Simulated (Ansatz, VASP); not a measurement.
# WSe2 in two plane-wave programs

Aim: how closely do two programs agree when they are given the same cell, functional and k mesh? The structure shown is the start of the Ansatz relaxation below; VASP solves that cell, so the two are compared at the walk's first step.

Main program and level: Ansatz 0.2.0; plane waves, with VASP 6.6.1 beside it; single point at PBEsol with D3(BJ).

## (1) The structure

The cell holds 9 atoms: 6 Se and 3 W. Its edges and angles: a = 3.290 Å, b = 3.290 Å, c = 32.316 Å, α = 90.0°, β = 90.0°, γ = 120.0°. It derives from WSe2. Vacuum lies along c.

## (2) Ansatz: relaxation, PBEsol with D3(BJ)

Ansatz runs on its default PAW (the set named soft_2) files.

The two programs are compared at the cell with which this relaxation starts, whose forces are those of its first step.

The input, input.yaml:

```yaml
crystal:
  lattice:
    - [3.29, 0.0, 0.0]
    - [-1.645, 2.849223578, 0.0]
    - [0.0, 0.0, 32.31626]
  atoms:
    - { symbol: Se, position: [0.666666667, 0.333333333, 0.752446601] }
    - { symbol: W, position: [0.333333333, 0.666666667, 0.700672974] }
    - { symbol: Se, position: [0.666666667, 0.333333333, 0.648899347] }
    - { symbol: Se, position: [0.333333333, 0.666666667, 0.551773627] }
    - { symbol: W, position: [0.666666667, 0.333333333, 0.5] }
    - { symbol: Se, position: [0.333333333, 0.666666667, 0.448226373] }
    - { symbol: Se, position: [0.666666667, 0.333333333, 0.351100653] }
    - { symbol: W, position: [0.333333333, 0.666666667, 0.299327026] }
    - { symbol: Se, position: [0.666666667, 0.333333333, 0.247553399] }
kpoints:
  mp_grid: { grid: [12, 12, 1] }
scf:
  occupations: { method: fermi_dirac, width: 0.02 }
  n_extra_bands: 8
hamiltonian:
  xc: pbesol
  pseudopotentials: { kind: paw }
  dispersion: d3bj
output:
  forces: true
  write_potential: true
  volumetric_format: []
relax:
  f_tol: 0.01
  max_steps: 40
  cell: { fix: [c, alpha, beta] }
```

Run with:

```
ansatz run input.yaml --threads 4 --pin off --max-ram 8192MiB --backend cpu --events-out ev --progress --plain --runs-dir out
```

Numbers of over 12 decimals in the logs are rounded to 6 here.

The program printed:

```text
scf.n_extra_bands = 8 over 69 filled bands (N_el = 138.0): the run solves 77 bands
Engine: ansatz 0.2.0, x86_64-unknown-linux-gnu
Pseudopotentials: kind: paw
Pseudopotential: Se, paw, valence charge 16, recommended cutoff 420 eV (normal), Se.paw.azcp
Pseudopotential: W, paw, valence charge 14, recommended cutoff 420 eV (normal), W.paw.azcp
Functional definition: PBEsol
  exchange = pbesol_x
  correlation = pbesol_c
Crystal: 9 atoms, lattice volume = 302.931 Å³
Basis set: ecut = 420 eV, 6025 PW (Γ), exchange–correlation on 48×48×450 points (8 copies of the dense FFT grid, shifted against one another)
Bands: 77, of which v1, the nominal top of the filled ones, is band 69 counted from 1 (68 counted from 0)
Symmetry: 12 space group operations
Space group: P-6m2 (ITA 187), of the structure as read, at distance tolerance 6.7e-5 Å
k-points: 19 of 144 (time reversal used)
Non-local potential: Se, projectors of the file, l = 0: 2, l = 1: 2, l = 2: 3, l = 3: 1
Non-local potential: W, projectors of the file, l = 0: 3, l = 1: 2, l = 2: 2, l = 3: 1
PAW form: soft (Blöchl's): semilocal exchange-correlation on the pseudo side does not see the compensation charge
PAW frozen core: Se, regenerated for the run's functional, and the local potential with it (the file was generated under x = pbe(κ = 0.804, μ = 0.219515), c = pbe(β = 0.066725))
PAW frozen core: W, regenerated for the run's functional, and the local potential with it (the file was generated under x = pbe(κ = 0.804, μ = 0.219515), c = pbe(β = 0.066725))
PAW one-centre angular grid: Se, 590 points (default); XC on 64 Gauss nodes
PAW one-centre angular grid: W, 590 points (default); XC on 64 Gauss nodes
Initial density: superposition of atomic densities (neutral atoms: chi_scale 0, normalization atom), corrected by the library's trained network
Initial wavefunctions: pseudopotential atomic-orbital guess
Functional: x = pbesol(κ = 0.804, μ = 0.123457), c = pbesol(β = 0.046)
SCF iter   1: F=—  HF=-63323.705658 eV  |F-HF|=—  |Δ(HF+E_count)|=         —  Δρ=4.07e-3  dr2=8.89e-2  ethr=1.77e-3  ⟨swp⟩=7.8  Hψ=5688  notcnv=0
preconditioner: auto → Resta (q_TF=auto, 2.393 Å⁻¹)  ε∞=5.0  [insulator: Δε(μ)=1.108 eV  Ē_g=7.837 eV  σ=0.020 eV  W_gap=1.00  n_scr=78 (ndim 8)  ℏωp=15.7 eV  f_vac=0.407  D(μ)=0.00/eV (n_scr^D=0)  ε∞_Penn≈5.0  vacuum switching on, ρ_ref=4.5e-3 e/Å³]
SCF iter   2: F=—  HF=-63323.703009 eV  |F-HF|=—  |Δ(HF+E_count)|=   2.65e-3  Δρ=2.23e-3  dr2=1.67e-2  ethr=6.44e-5  ⟨swp⟩=3.0  Hψ=2400  notcnv=0  defer=33
SCF iter   3: F=—  HF=-63323.703986 eV  |F-HF|=—  |Δ(HF+E_count)|=   9.77e-4  Δρ=1.35e-3  dr2=2.73e-3  ethr=1.21e-5  ⟨swp⟩=2.2  Hψ=1939  notcnv=0  defer=33
SCF iter   4: F=—  HF=-63323.705697 eV  |F-HF|=—  |Δ(HF+E_count)|=   1.71e-3  Δρ=3.72e-4  dr2=4.36e-4  ethr=1.98e-6  ⟨swp⟩=2.3  Hψ=2232  notcnv=0  defer=33
SCF iter   5: F=—  HF=-63323.705820 eV  |F-HF|=—  |Δ(HF+E_count)|=   1.22e-4  Δρ=9.02e-5  dr2=6.38e-5  ethr=3.16e-7  ⟨swp⟩=2.3  Hψ=2534  notcnv=0  defer=33
SCF iter   6: F=—  HF=-63323.705619 eV  |F-HF|=—  |Δ(HF+E_count)|=   2.01e-4  Δρ=4.07e-5  dr2=1.20e-5  ethr=4.62e-8  ⟨swp⟩=2.0  Hψ=1856  notcnv=0  defer=33
SCF iter   7: F=—  HF=-63323.705624 eV  |F-HF|=—  |Δ(HF+E_count)|=   5.00e-6  Δρ=1.46e-5  dr2=1.49e-6  ethr=8.68e-9  ⟨swp⟩=2.0  Hψ=1905  notcnv=0  defer=33
SCF iter   8: F=—  HF=-63323.705625 eV  |F-HF|=—  |Δ(HF+E_count)|=   9.40e-7  Δρ=3.83e-6  dr2=1.91e-7  ethr=1.08e-9  ⟨swp⟩=2.0  Hψ=1999  notcnv=0  defer=33
SCF iter   9: F=-63323.705625 eV  HF=-63323.705625 eV  |F-HF|=4.27e-8  |Δ(HF+E_count)|=   8.18e-8  Δρ=2.64e-6  dr2=6.47e-8  ethr=7.25e-11  ⟨swp⟩=10.7  Hψ=10437  notcnv=0
SCF 1 converged in 9 iterations: F = -63323.705625 eV  dr2 = 6.47e-8
  greatest PAW one-centre occupation: 1.000 electrons in one spin orbital (limit 2), on the Se atom at site 3 (counted from 0), in its partial waves of l = 2
relax step   1: F+E_penalty+E_count = -63323.70562458 eV  Δ(F+E_penalty+E_count) = +0.000e0 eV  max|allowed force component| = 2.247e-1 eV/Å  Δτ_max = 0.0000 Å  P = -2.589 GPa  Ω = 302.931 Å³  fix = [c, alpha, beta]  reactions: c -1.997 GPa  (9 SCF iters, dr2 threshold 1.00e-7 eV, accepted)
[...]
relax step   7: F+E_penalty+E_count = -63323.85753041 eV  Δ(F+E_penalty+E_count) = -1.291e-5 eV  max|allowed force component| = 1.878e-3 eV/Å  Δτ_max = 0.0007 Å  P = -0.007 GPa  Ω = 292.666 Å³  energy of the carried Pulay correction = +1.187e-3 eV  fix = [c, alpha, beta]  reactions: c -0.016 GPa  (5 SCF iters, dr2 threshold 1.06e-8 eV, accepted)
[...]
relax step   8: F+E_penalty+E_count = -63323.85632397 eV  Δ(F+E_penalty+E_count) = +1.206e-3 eV  max|allowed force component| = 1.890e-3 eV/Å  Δτ_max = 0.0000 Å  P = -0.006 GPa  Ω = 292.666 Å³  fix = [c, alpha, beta]  reactions: c -0.015 GPa  stress off target by 2.10e-3 GPa on what of the cell is left free  SCF on the basis re-selected at this cell (its energy is not comparable with the rows above)  (7 SCF iters)
basis re-selected at this cell: Δ(F+E_penalty+E_count) = +1.206e-3 eV, ΔP = +0.001 GPa vs the last step (what re-selecting the basis moved, of the pressure what is left beyond the Pulay correction that the steps carried, after the strain that the cell walked since its last selection, with what the two solves' SCF thresholds leave and, on support functions, any second-order correction that the steps lacked; it is no m [...]
SCF converged after 7 iterations
Free energy (F): -63323.856324 eV
Harris-Foulkes:  -63323.856324 eV  (|F-HF|=1.02e-10)
Internal energy: -63323.856324 eV  (E = F + TS)
E sigma→0 (E₀):  -63323.856324 eV
Fermi energy:    6.657936 eV
--- Per-component energies (eV) ---
  E_band       = -3464.439195
  E_kinetic    = 2076.184743
  E_local      = -209164.630894  (includes V_loc(G=0)·N_el)
  E_nonlocal   = -3543.062011
  E_hartree    = 103778.757854
  E_xc         = -1422.126846
  E_vxc        = -1312.994612  (∫ρ·V_xc dr)
  E_paw        = -36516.896199  (= ΣΔE_a)
  E_vpaw       = 922.551615  (= ΣTr[D̂ρ^β])
  E_aug_tail   = -0.003846  (compensation charges beyond the density's cutoff)
  E_ewald      = 81464.914289
  E_disp       = -3.709494  (pairwise vdW)
  E_core_change = 6.716079  (= ΣΔE_core)
  E_smearing   = -0.000000  (= −TS)
  E_closure    = -0.000000  (closes the sum)
  Σ components = -63323.856324   (vs F -63323.856324, Δ=0.00e0)
--- Forces (eV/Å), atoms counted from 1 ---
  atom   1  Se     0.00000000    -0.00000000     0.00076892
  atom   2  W      0.00000000     0.00000000    -0.00188988
  atom   3  Se     0.00000000     0.00000000     0.00116414
  atom   4  Se     0.00000000     0.00000000     0.00008885
  atom   5  W      0.00000000     0.00000000     0.00000000
  atom   6  Se     0.00000000     0.00000000    -0.00008885
  atom   7  Se     0.00000000     0.00000000    -0.00116414
  atom   8  W      0.00000000     0.00000000     0.00188988
  atom   9  Se     0.00000000    -0.00000000    -0.00076892
  max |Σ_I F_I| component: 9.25e-18 eV/Å
--- Stress (GPa, compression-positive) ---
       -0.002102      -0.000000       0.000000
        0.000000      -0.002102       0.000000
        0.000000       0.000000      -0.014576
  P = ⅓ Tr σ = -0.0063 GPa (-0.063 kbar)
--- Band table (eV; the first three rows and the last of 19) ---
  k-point 0: bands = [... 65 lower, 4.7956, 5.0629, 5.9447, 6.2117, 8.9339, 8.9339, 8.9424, 8.9424, ... 4 higher]
  k-point 1: bands = [... 65 lower, 4.9114, 5.0999, 5.8538, 6.0202, 8.7140, 8.7371, 8.7629, 8.7645, ... 4 higher]
  k-point 2: bands = [... 65 lower, 4.8340, 5.0563, 5.4187, 5.4541, 7.9311, 8.1142, 8.3627, 8.5012, ... 4 higher]
  k-point 18: bands = [... 65 lower, 3.5746, 5.6768, 5.8264, 5.9762, 7.6927, 7.7088, 7.7092, 7.9474, ... 4 higher]
--- Relaxed structure (7 steps of the walk, 6 accepted, 1 SCFs on fresh bases) ---
  F+E_penalty+E_count = -63323.85632397 eV   max|allowed force component| = 1.890e-3 eV/Å   (the final SCF, on the basis selected at the relaxed cell)
  cell:  # Å, volume = 292.6661 Å³
    - [3.233779, -6.2417456836275885e-18, 0.0]
    - [-1.616890, 2.800535, 0.0]
    - [0.0, 0.0, 32.31626]
  atoms:
    - { symbol: Se, position: [0.666667, 0.333333, 0.744239] }
    - { symbol: W, position: [0.333333, 0.666667, 0.692208] }
    - { symbol: Se, position: [0.666667, 0.333333, 0.640152] }
    - { symbol: Se, position: [0.333333, 0.666667, 0.551987] }
    - { symbol: W, position: [0.666667, 0.333333, 0.500000] }
    - { symbol: Se, position: [0.333333, 0.666667, 0.448013] }
    - { symbol: Se, position: [0.666667, 0.333333, 0.359848] }
    - { symbol: W, position: [0.333333, 0.666667, 0.307792] }
    - { symbol: Se, position: [0.666667, 0.333333, 0.255761] }
```

The column dr2 measures how far the density is from self-consistency, as an energy; F and HF (Harris–Foulkes) agree once it is small.

## (3) VASP: single point, PBEsol with D3(BJ), start cell

The same cell, functional, mesh and smearing now go to VASP, with its own data sets.

Lines of VASP's logs that name or quote its potential files are left out, and so is its time.

The input, INCAR:

```
SYSTEM = WSe2
PREC = Accurate
ENCUT = 520
EDIFF = 1E-06
NELM = 120
ISMEAR = -1
SIGMA = 0.02
LREAL = .FALSE.
ALGO = Normal
GGA = PS
IVDW = 12
NBANDS = 36
LASPH = .TRUE.
LORBIT = 11
LWAVE = .FALSE.
LCHARG = .FALSE.
ISIF = 2
GGA_COMPAT = .FALSE.
EFERMI = MIDGAP
KPAR = 2
```

The input, POSCAR:

```
WSe2
1.0
    3.2900000000      0.0000000000      0.0000000000
   -1.6450000000      2.8492240000      0.0000000000
    0.0000000000      0.0000000000     32.3162600000
Se W
6 3
Direct
    0.6666666082      0.3333332163      0.7524466012
    0.6666666082      0.3333332163      0.6488993466
    0.3333332163      0.6666664327      0.5517736273
    0.3333332163      0.6666664327      0.4482263727
    0.6666666082      0.3333332163      0.3511006534
    0.6666666082      0.3333332163      0.2475533988
    0.3333332163      0.6666664327      0.7006729739
    0.6666666082      0.3333332163      0.5000000000
    0.3333332163      0.6666664327      0.2993270261
```

The input, KPOINTS:

```
Automatic mesh
0
Gamma
12 12 1
0 0 0
```

Potentials, in the order of the species: Se and W (PBE family, release 64).

Run with:

```
mpirun -np 2 vasp_std
```

The program printed:

```text
[banner, memory and clock lines left out]
running    2 mpi-ranks, on    1 nodes
 distrk:  each k-point on    1 cores,    2 groups
 distr:  one band on    1 cores,    1 groups

 POSCAR found type information on POSCAR SeW
 POSCAR found :  2 types and       9 ions
|                                                                             |
|               ----> ADVICE to this user running VASP <----                  |
|                                                                             |
|     You enforced a specific xc type in the INCAR file but a different       |
|     [... a line on the potential file left out ...]
|     I HOPE YOU KNOW WHAT YOU ARE DOING!                                     |
|                                                                             |

 LDA part: xc-table for (Slater+PW92), standard interpolation
 POSCAR, INCAR and KPOINTS ok, starting setup
 FFT: planning ... GRIDC
 FFT: planning ... GRID_SOFT
 FFT: planning ... GRID
 WAVECAR not read
 entering main loop
       N       E                     dE             d eps       ncg     rms          rms(c)
DAV:   1     0.353236157485E+03    0.35324E+03   -0.21362E+04  1368   0.123E+03
DAV:   2    -0.338061110775E+02   -0.38704E+03   -0.37274E+03  1932   0.249E+02
DAV:   3    -0.717539024963E+02   -0.37948E+02   -0.37471E+02  1636   0.816E+01
DAV:   4    -0.730533847644E+02   -0.12995E+01   -0.12887E+01  1880   0.157E+01
DAV:   5    -0.730965865875E+02   -0.43202E-01   -0.43063E-01  1992   0.265E+00    0.392E+01
DAV:   6    -0.706614524700E+02    0.24351E+01   -0.11402E+01  1976   0.133E+01    0.154E+01
DAV:   7    -0.702811219252E+02    0.38033E+00   -0.65917E+00  1900   0.108E+01    0.945E+00
DAV:   8    -0.699713225067E+02    0.30980E+00   -0.92951E-01  1932   0.487E+00    0.105E+00
DAV:   9    -0.699668885187E+02    0.44340E-02   -0.12821E-01  1944   0.147E+00    0.471E-01
DAV:  10    -0.699648012765E+02    0.20872E-02   -0.13730E-02  1912   0.567E-01    0.371E-01
DAV:  11    -0.699645856047E+02    0.21567E-03   -0.18645E-03  1744   0.191E-01    0.154E-01
DAV:  12    -0.699645520407E+02    0.33564E-04   -0.41367E-04  1784   0.100E-01    0.838E-02
DAV:  13    -0.699645520607E+02   -0.20055E-07   -0.37372E-04  1924   0.750E-02    0.189E-02
DAV:  14    -0.699646440886E+02   -0.92028E-04   -0.50080E-05  1692   0.346E-02    0.288E-02
[...]
DAV:  19    -0.699649178933E+02   -0.12741E-04   -0.93620E-07  1196   0.372E-03    0.415E-03
DAV:  20    -0.699649214725E+02   -0.35792E-05   -0.17070E-06  1296   0.253E-03    0.173E-03
DAV:  21    -0.699649306516E+02   -0.91792E-05   -0.33023E-07  1012   0.253E-03    0.149E-03
DAV:  22    -0.699649412844E+02   -0.10633E-04   -0.53174E-07  1120   0.178E-03    0.175E-03
DAV:  23    -0.699649435869E+02   -0.23025E-05   -0.63807E-08   916   0.883E-04    0.119E-03
DAV:  24    -0.699649449947E+02   -0.14078E-05   -0.55360E-08   944   0.535E-04    0.645E-04
DAV:  25    -0.699649462372E+02   -0.12425E-05   -0.71191E-08   944   0.651E-04    0.302E-04
DAV:  26    -0.699649465212E+02   -0.28403E-06   -0.24771E-08   844   0.452E-04
   1 F= -.73424868E+02 E0= -.73424868E+02  d E =-.235935E-13
```

[end of part 1 of 2]

[Lines on the potential files, build, host, timing and source positions are cut from VASP's logs without a mark.]

[Logs are printed without paths, hosts, clocks, repeated set-up lines and the standing remarks that a program may print on its own settings, such as how far it seeks lower states.]

[Hosts, paths, dates, database ids (printed as entryN), source tags and the programs' standing remarks are cut or masked in the printed files.]
